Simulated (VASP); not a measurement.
```
BeZn3Se4
1.0
    5.50870     0.00000     0.00000
    0.00000     5.50870     0.00000
    0.00000     0.00000     5.50870
Zn Se Be
3 4 1
Direct
  0.00000   0.00000   0.00000
  0.50000   0.50000   0.00000
  0.50000   0.00000   0.50000
  0.23632   0.26368   0.26368
  0.76368   0.73632   0.26368
  0.76368   0.26368   0.73632
  0.23632   0.73632   0.73632
  0.00000   0.50000   0.50000
```

These are PBEsol GGA, VASP's PBE PAW potentials (set 64) (plane waves; VASP) values and carry that method's errors. Numerical set-up: 400 eV cut-off, Gaussian smearing of 0.050 eV, potentials Zn Se Be.

Give the energies of bands 23 to 36 at the high-symmetry points, in eV from the valence-band maximum.

| band | Γ | X | M | R |
|---|---|---|---|---|
| 23 | -2.53 | -3.15 | -3.91 | -5.21 |
| 24 | -2.53 | -2.98 | -2.91 | -1.30 |
| 25 | -2.53 | -2.98 | -2.91 | -1.30 |
| 26 | -2.19 | -2.76 | -2.74 | -1.30 |
| 27 | -2.19 | -2.67 | -2.52 | -0.74 |
| 28 | -2.19 | -1.53 | -1.15 | -0.74 |
| 29 | 0.00 | -1.53 | -1.15 | -0.74 |
| 30 | 0.00 | -1.09 | -1.04 | -0.66 |
| 31 | 0.00 | -1.09 | -0.49 | -0.66 |
| 32 | 1.86 | 3.56 | 3.63 | 2.63 |
| 33 | 2.78 | 4.01 | 4.57 | 2.63 |
| 34 | 2.78 | 4.12 | 4.57 | 2.63 |
| 35 | 2.78 | 4.41 | 4.67 | 3.33 |
| 36 | 3.15 | 5.48 | 6.00 | 5.87 |

The gap is direct, 1.86 eV, from the valence maximum at Γ to the conduction minimum at Γ.

The structure was generated: BeZn3Se4 was put into an ordered model structure (P-43m), which need not be its known phase. It was relaxed first.
